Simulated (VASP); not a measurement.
Data:

```
CELL_PARAMETERS angstrom
      2.02772    -3.51212     0.00000
      2.02772     3.51212     0.00000
      0.00000     0.00000     5.06989
ATOMIC_POSITIONS crystal
  Te 0.33333 0.66667 0.26706
  Te 0.66667 0.33333 0.73294
  Pt 0.00000 0.00000 0.00000
```

The numbers are results of PBE GGA with D4 dispersion, VASP's PBE PAW potentials (set 64) (plane waves; VASP), not measurements. Run with 520 eV cut-off, Gaussian smearing of 0.050 eV, potentials Te Pt.

Question: Give the energies of bands 3 to 14 at the high-symmetry points, in eV from the Fermi level.

Answer: 
```
band      Γ      M      K      A      L      H
----  -----  -----  -----  -----  -----  -----
3     -6.80  -6.69  -6.82  -5.61  -7.25  -6.18
4     -5.74  -5.04  -5.54  -5.61  -5.99  -6.18
5     -5.74  -4.78  -5.54  -4.41  -5.43  -5.86
6     -3.77  -3.80  -4.32  -3.81  -4.39  -4.38
7     -3.77  -3.64  -4.32  -3.81  -3.49  -4.01
8     -2.70  -3.47  -3.66  -2.29  -3.42  -4.01
9     -0.55  -3.42  -1.88  -1.42  -3.25  -3.49
10    -0.55  -3.26  -1.83  -1.42  -2.32  -2.75
11     0.70  -2.92  -1.83  -1.42  -0.70  -2.75
12     0.70   0.03  -0.22   2.19   0.16   2.67
13     1.58   2.63  -0.22   2.19   1.30   2.67
14     2.52   3.91   2.50   4.18   4.42   5.82
```

It has no gap at this level: it comes out as a metal or semimetal.

The compound is PtTe2 in the 1T layered structure. It was relaxed first.
